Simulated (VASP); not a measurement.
All values below come from RPBE GGA, VASP's PBE PAW potentials (set 64) (plane waves; VASP 6.6.1).

The input files of a VASP run:

INCAR:
```
ALGO  =  Normal
EDIFF  =  1E-7
EDIFFG  =  -0.01
ENCUT  =  520
GGA  =  RP
IBRION  =  2
ISIF  =  4
ISMEAR  =  0
LASPH  =  T
LCHARG  =  F
LMAXMIX  =  4
LREAL  =  F
LWAVE  =  F
NELM  =  100
NSW  =  30
PREC  =  Accurate
SIGMA  =  0.05
SYSTEM  =  MoTe2
```

File POSCAR:
```
MoTe2
1
    1.7589519161    -3.0465936525     0.0000000000
    1.7589519161     3.0465936525     0.0000000000
    0.0000000000     0.0000000000    17.5665132445
Te Mo
4 2
Direct
  0.3333330000   0.6666670000   0.8508722958
  0.6666670000   0.3333330000   0.3508722958
  0.6666670000   0.3333330000   0.1491277042
  0.3333330000   0.6666670000   0.6491277042
  0.3333330000   0.6666670000   0.2500000000
  0.6666670000   0.3333330000   0.7500000000
```

### KPOINTS
```
Regular mesh
0
gamma
 7 7 2
```

POTCAR, in this order: Te Mo_sv (PBE.64 set). Program: vasp_std.

The resulting files:

OSZICAR:
```
...
DAV:   9    -0.334854884829E+02   -0.26884E-03   -0.27039E-01  1346   0.241E+00    0.117E+00
DAV:  10    -0.334786294826E+02    0.68590E-02   -0.47026E-02  1300   0.112E+00    0.298E-01
DAV:  11    -0.334794747660E+02   -0.84528E-03   -0.31933E-03  1337   0.337E-01    0.138E-01
DAV:  12    -0.334794750273E+02   -0.26129E-06   -0.40542E-04  1202   0.975E-02    0.470E-02
DAV:  13    -0.334795286505E+02   -0.53623E-04   -0.34562E-04  1209   0.116E-01    0.288E-02
DAV:  14    -0.334795455062E+02   -0.16856E-04   -0.70368E-05  1153   0.451E-02    0.773E-03
DAV:  15    -0.334795490973E+02   -0.35911E-05   -0.68936E-06  1160   0.146E-02    0.709E-03
DAV:  16    -0.334795496714E+02   -0.57415E-06   -0.10848E-06  1089   0.656E-03    0.570E-03
DAV:  17    -0.334795496761E+02   -0.46939E-08   -0.23057E-07  1008   0.314E-03
   1 F= -.33479550E+02 E0= -.33479550E+02  d E =-.334795E+02
       N       E                     dE             d eps       ncg     rms          rms(c)
DAV:   1    -0.335889028028E+02   -0.10935E+00   -0.39714E+00  1034   0.108E+01    0.159E+00
DAV:   2    -0.335744926757E+02    0.14410E-01   -0.24673E-01  1195   0.207E+00    0.931E-01
DAV:   3    -0.335703683104E+02    0.41244E-02   -0.84411E-02  1230   0.134E+00    0.811E-01
DAV:   4    -0.335646242341E+02    0.57441E-02   -0.20239E-02  1239   0.605E-01    0.324E-01
DAV:   5    -0.335641172219E+02    0.50701E-03   -0.57665E-03  1315   0.310E-01    0.111E-01
DAV:   6    -0.335639882173E+02    0.12900E-03   -0.67590E-04  1248   0.126E-01    0.122E-01
DAV:   7    -0.335639670755E+02    0.21142E-04   -0.11509E-04  1169   0.524E-02    0.534E-02
DAV:   8    -0.335639624155E+02    0.46600E-05   -0.40454E-05  1139   0.376E-02    0.194E-02
DAV:   9    -0.335639635659E+02   -0.11504E-05   -0.83734E-06  1200   0.174E-02    0.566E-03
DAV:  10    -0.335639639673E+02   -0.40137E-06   -0.89348E-07  1030   0.600E-03    0.177E-03
DAV:  11    -0.335639640896E+02   -0.12230E-06   -0.24772E-07   952   0.358E-03    0.111E-03
DAV:  12    -0.335639641091E+02   -0.19563E-07   -0.50386E-08   748   0.132E-03
   2 F= -.33563964E+02 E0= -.33563964E+02  d E =-.844144E-01
       N       E                     dE             d eps       ncg     rms          rms(c)
DAV:   1    -0.335644444882E+02   -0.48040E-03   -0.19997E-02  1034   0.763E-01    0.112E-01
DAV:   2    -0.335643751316E+02    0.69357E-04   -0.11417E-03  1199   0.143E-01    0.591E-02
DAV:   3    -0.335643514082E+02    0.23723E-04   -0.37224E-04  1258   0.909E-02    0.533E-02
DAV:   4    -0.335643245348E+02    0.26873E-04   -0.88469E-05  1249   0.395E-02    0.225E-02
DAV:   5    -0.335643209770E+02    0.35578E-05   -0.22773E-05  1314   0.195E-02    0.834E-03
DAV:   6    -0.335643199311E+02    0.10459E-05   -0.20930E-06  1222   0.735E-03    0.749E-03
DAV:   7    -0.335643194908E+02    0.44030E-06   -0.68301E-07  1043   0.396E-03    0.319E-03
DAV:   8    -0.335643191907E+02    0.30012E-06   -0.19947E-07   923   0.280E-03    0.135E-03
DAV:   9    -0.335643191335E+02    0.57241E-07   -0.31736E-08   657   0.117E-03
   3 F= -.33564319E+02 E0= -.33564319E+02  d E =-.847695E-01
       N       E                     dE             d eps       ncg     rms          rms(c)
DAV:   1    -0.336817924337E+02   -0.11747E+00   -0.47520E+00   992   0.135E+01    0.261E+00
DAV:   2    -0.336194301087E+02    0.62362E-01   -0.30819E-01  1083   0.270E+00    0.107E+00
DAV:   3    -0.336050859770E+02    0.14344E-01   -0.41485E-02  1178   0.107E+00    0.416E-01
DAV:   4    -0.335996313381E+02    0.54546E-02   -0.28468E-02  1225   0.705E-01    0.552E-01
DAV:   5    -0.335978095263E+02    0.18218E-02   -0.10003E-02  1243   0.409E-01    0.801E-02
DAV:   6    -0.335976262737E+02    0.18325E-03   -0.90945E-04  1281   0.134E-01    0.667E-02
DAV:   7    -0.335976109440E+02    0.15330E-04   -0.96395E-05  1062   0.601E-02    0.275E-02
DAV:   8    -0.335976136878E+02   -0.27438E-05   -0.31298E-05  1238   0.279E-02    0.130E-02
DAV:   9    -0.335976173236E+02   -0.36357E-05   -0.47422E-06   984   0.157E-02    0.122E-02
DAV:  10    -0.335976192280E+02   -0.19044E-05   -0.29013E-06   975   0.109E-02    0.185E-03
DAV:  11    -0.335976192819E+02   -0.53887E-07   -0.96558E-08   856   0.159E-03
   4 F= -.33597619E+02 E0= -.33597619E+02  d E =-.333001E-01
       N       E                     dE             d eps       ncg     rms          rms(c)
DAV:   1    -0.341056133485E+02   -0.50799E+00   -0.27129E+01   992   0.322E+01    0.578E+00
DAV:   2    -0.337466398134E+02    0.35897E+00   -0.16958E+00  1052   0.639E+00    0.236E+00
DAV:   3    -0.336673710464E+02    0.79269E-01   -0.20687E-01  1185   0.246E+00    0.968E-01
DAV:   4    -0.336394228552E+02    0.27948E-01   -0.13644E-01  1212   0.159E+00    0.119E+00
DAV:   5    -0.336313080355E+02    0.81148E-02   -0.44409E-02  1252   0.883E-01    0.179E-01
DAV:   6    -0.336306113534E+02    0.69668E-03   -0.39140E-03  1258   0.281E-01    0.146E-01
DAV:   7    -0.336306338943E+02   -0.22541E-04   -0.48346E-04  1290   0.113E-01    0.544E-02
DAV:   8    -0.336307062195E+02   -0.72325E-04   -0.18035E-04  1083   0.935E-02    0.237E-02
DAV:   9    -0.336307279435E+02   -0.21724E-04   -0.23377E-05  1118   0.303E-02    0.137E-02
DAV:  10    -0.336307440996E+02   -0.16156E-04   -0.29645E-05   955   0.325E-02    0.573E-03
DAV:  11    -0.336307450598E+02   -0.96016E-06   -0.26269E-06  1077   0.977E-03    0.432E-03
DAV:  12    -0.336307453085E+02   -0.24869E-06   -0.39240E-07  1017   0.322E-03    0.172E-03
DAV:  13    -0.336307454077E+02   -0.99205E-07   -0.86165E-08   785   0.172E-03
   5 F= -.33630745E+02 E0= -.33630745E+02  d E =-.664263E-01
       N       E                     dE             d eps       ncg     rms          rms(c)
DAV:   1    -0.336311545029E+02   -0.40919E-03   -0.22124E-02  1006   0.925E-01    0.184E-01
DAV:   2    -0.336308525152E+02    0.30199E-03   -0.14105E-03  1111   0.189E-01    0.775E-02
DAV:   3    -0.336307851337E+02    0.67382E-04   -0.20698E-04  1213   0.756E-02    0.289E-02
DAV:   4    -0.336307592524E+02    0.25881E-04   -0.12419E-04  1274   0.482E-02    0.387E-02
DAV:   5    -0.336307519630E+02    0.72894E-05   -0.40713E-05  1263   0.272E-02    0.528E-03
DAV:   6    -0.336307514524E+02    0.51055E-06   -0.33850E-06  1265   0.851E-03    0.468E-03
DAV:   7    -0.336307514417E+02    0.10702E-07   -0.50856E-07   983   0.443E-03
   6 F= -.33630751E+02 E0= -.33630751E+02  d E =-.664323E-01
       N       E                     dE             d eps       ncg     rms          rms(c)
DAV:   1    -0.336309653048E+02   -0.21385E-03   -0.88778E-02  1027   0.127E+00    0.233E-01
DAV:   2    -0.336311157214E+02   -0.15042E-03   -0.42658E-03  1169   0.249E-01    0.947E-02
DAV:   3    -0.336310826872E+02    0.33034E-04   -0.33975E-04  1248   0.906E-02    0.719E-02
DAV:   4    -0.336310650732E+02    0.17614E-04   -0.18718E-04  1200   0.592E-02    0.363E-02
DAV:   5    -0.336310549010E+02    0.10172E-04   -0.51083E-05  1280   0.317E-02    0.112E-02
DAV:   6    -0.336310536130E+02    0.12880E-05   -0.41704E-06  1286   0.106E-02    0.299E-03
DAV:   7    -0.336310533270E+02    0.28600E-06   -0.56587E-07  1122   0.416E-03    0.129E-03
DAV:   8    -0.336310532395E+02    0.87476E-07   -0.89014E-08   744   0.216E-03
   7 F= -.33631053E+02 E0= -.33631053E+02  d E =-.301798E-03
       N       E                     dE             d eps       ncg     rms          rms(c)
DAV:   1    -0.336312389812E+02   -0.18565E-03   -0.13950E-02  1027   0.503E-01    0.920E-02
DAV:   2    -0.336312668171E+02   -0.27836E-04   -0.66402E-04  1169   0.986E-02    0.372E-02
DAV:   3    -0.336312656079E+02    0.12092E-05   -0.48535E-05  1239   0.346E-02    0.281E-02
DAV:   4    -0.336312650516E+02    0.55633E-06   -0.29311E-05  1193   0.236E-02    0.139E-02
DAV:   5    -0.336312658636E+02   -0.81203E-06   -0.93249E-06  1265   0.133E-02    0.450E-03
DAV:   6    -0.336312659531E+02   -0.89474E-07   -0.74644E-07  1116   0.441E-03
   8 F= -.33631266E+02 E0= -.33631266E+02  d E =-.514511E-03
```

### OUTCAR
```
------------------------ aborting loop because EDIFF is reached ----------------------------------------
  FORCE on cell =-STRESS in cart. coord.  units (eV):
  Direction    XX          YY          ZZ          XY          YZ          ZX
  --------------------------------------------------------------------------------------
  Total        0.3783297      0.3783295      0.4043311      0.0000000      0.0000000     -0.0000000
  in kB        3.2195630      3.2195617      3.4408337      0.0000000      0.0000000     -0.0000000
  external PRESSURE =       3.2933195 kB  Pullay stress =       0.0000000 kB
  volume of cell :      188.27
      direct lattice vectors                 reciprocal lattice vectors
     1.790417878 -3.101094117  0.000000000     0.279264414 -0.161233417 -0.000000000
     1.790417878  3.101094117 -0.000000000     0.279264414  0.161233417 -0.000000000
     0.000000000 -0.000000000 16.954489388     0.000000000  0.000000000  0.058981428
 POSITION                                       TOTAL-FORCE (eV/Angst)
 -----------------------------------------------------------------------------------
      1.79042      1.03370     14.52623         0.000000      0.000000      0.000961
      1.79042     -1.03370      6.04899         0.000000      0.000000      0.000961
      1.79042     -1.03370      2.42826         0.000000      0.000000     -0.000961
      1.79042      1.03370     10.90550         0.000000      0.000000     -0.000961
      1.79042      1.03370      4.23862        -0.000000     -0.000000      0.000000
      1.79042     -1.03370     12.71587        -0.000000     -0.000000      0.000000
 -----------------------------------------------------------------------------------
    total drift:                                0.000275      0.001725     -0.000026
  FREE ENERGIE OF THE ION-ELECTRON SYSTEM (eV)
  ---------------------------------------------------
  free  energy   TOTEN  =       -33.6312659531 eV

  energy  without entropy=      -33.6312659531  energy(sigma->0) =      -33.63126595

 reached required accuracy - stopping structural energy minimisation
```
(Selected blocks of OUTCAR.)

CONTCAR:
```
MoTe2
   1.00000000000000
     1.7904178784334119   -3.1010941169024702    0.0000000000000000
     1.7904178784334119    3.1010941169024702   -0.0000000000000000
     0.0000000000000000   -0.0000000000000000   16.9544893883662553
  Te              Mo
     4     2
Direct
     0.3333330000000032    0.6666669999999968    0.8567778823150813
     0.6666669999999968    0.3333330000000032    0.3567778823150812
     0.6666669999999968    0.3333330000000032    0.1432221176849187
     0.3333330000000032    0.6666669999999968    0.6432221176849187
     0.3333330000000032    0.6666669999999968    0.2500000000000000
     0.6666669999999968    0.3333330000000032    0.7500000000000000
```

Without a dispersion term in the relaxation, distances and binding between the weakly bound layers, chains or molecules are unreliable, and so is what depends on them.

The compound is MoTe2 in the 2H layered structure. This cell is one point of a volume scan, at 0.94 of the reference volume. Symmetry was kept, so distortions that lower it aren't found.
